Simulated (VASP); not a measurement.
HfMg6Mn under changes of volume

One of the cells (21.470 Å³/atom); the others are scaled copies at fixed shape and fractional positions:

```xyz
8
Lattice="4.9407 0.0000 0.0000 0.0000 3.1060 5.5962 0.0000 -3.1060 5.5962" Properties=species:S:1:pos:R:3 pbc="T T T"
Hf    2.4704    0.0000    7.6915
Mn    0.0000    0.0000    9.0768
Mg    2.4704    0.0000    1.8635
Mg    2.4704   -1.5990    4.7353
Mg    2.4704    1.5990    4.7353
Mg    0.0000    0.0000    3.6807
Mg    0.0000   -1.5135    6.4931
Mg    0.0000    1.5135    6.4931
```

The cell comes from a database or a generator and needn't be the stable form of this composition.

```yaml
Program: VASP 6.6.1
Functional: PBE
Potentials_or_basis: VASP PAW PBE potentials, release 64 (Hf_pv, Mn_pv, Mg)
Cutoff: 520 eV
k_mesh: 6 × 5 × 5
Occupations: fermi-dirac, width 0.05 eV
Spin: collinear spin, ferromagnetic start
Starting_moments: "[0.0, 4.0, 0.0, 0.0, 0.0, 0.0, 0.0, 0.0] μB"
```

| volume (Å³/atom) | energy over the lowest point (meV/atom) | pressure (GPa) | moment (μB per cell) | largest force (eV/Å) |
| --- | --- | --- | --- | --- |
| 20.207 | 4.89 | 2.3 | 2.76 | 0.112 |
| 20.628 | 0.49 | 1.1 | 2.79 | 0.074 |
| 21.470 | 0.00 | -0.9 | 2.84 | 0.068 |
| 21.891 | 3.40 | -1.7 | 2.86 | 0.092 |
| 22.311 | ? | ? | ? | ? |

Problem. What does the run at 22.311 Å³/atom give?

Solution. Energy over the lowest point 8.94 meV/atom; pressure -2.5 GPa; moment 2.88 μB per cell; largest force 0.115 eV/Å.

Worked out: A Birch-Murnaghan fit of order 2 (a polynomial in V^(-2/3)) to the other rows has its minimum at 21.08 Å³/atom with B0 = V·E''(V) = 49 GPa at fixed shape and positions, which overstates the stiffness. It gives 8.90 meV/atom at 22.311 Å³/atom, against the run's 8.94, and -dE/dV = -2.5 GPa, against -2.5. A straight line through the other rows of the moment, of slope 0.0594 μB per Å³/atom, extrapolates to 2.89 μB, against the run's 2.88.

Energies are extrapolated to zero smearing.
